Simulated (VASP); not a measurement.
A convergence study with VASP on SnO$_{2}$ (rutile): one setting is varied, all else stays as given below, so the limit is that of these other settings. ε∞ is the independent-particle value.

```
SnO2
1.0
    4.74000     0.00000     0.00000
    0.00000     4.74000     0.00000
    0.00000     0.00000     3.19000
Sn O
2 4
Direct
  0.00000   0.00000   0.00000
  0.50000   0.50000   0.50000
  0.30700   0.30700   0.00000
  0.80700   0.19300   0.50000
  0.19300   0.80700   0.50000
  0.69300   0.69300   0.00000
```

All values below come from PBEsol GGA, VASP's PBE PAW potentials (set 64) (plane waves; VASP). The tightest run used: 700 eV cut-off, 4×4×6 Γ-centred mesh, Gaussian smearing of 0.050 eV, potentials Sn_d O.

The settings run are NBANDS = 27; NBANDS = 28; NBANDS = 30; NBANDS = 34; NBANDS = 42; NBANDS = 58; NBANDS = 90; NBANDS = 154. From which on does the mean ε∞ stay within 0.3  of the tightest run?

From NBANDS = 42 on: it is off by 0.24 there and by no more than 0.3 in any finer run, while NBANDS = 34 is off by 0.69.
| setting | mean ε∞ | bands | difference judged () |
|---|---|---|---|
| NBANDS = 27 | 2.43 | 27 | 2.27 |
| NBANDS = 28 | 2.93 | 28 | 1.76 |
| NBANDS = 30 | 3.58 | 30 | 1.11 |
| NBANDS = 34 | 4.00 | 34 | 0.69 |
| NBANDS = 42 | 4.46 | 42 | 0.24 |
| NBANDS = 58 | 4.60 | 58 | 0.10 |
| NBANDS = 90 | 4.67 | 90 | 0.03 |
| NBANDS = 154 | 4.69 | 154 | 0.00 |

Left out are rungs that failed or repeat a setting and relaxations that didn't move; long series are thinned to 24 rows.

The compound is SnO2 in the rutile structure. The cell was not relaxed at this level, forces remain on its atoms.
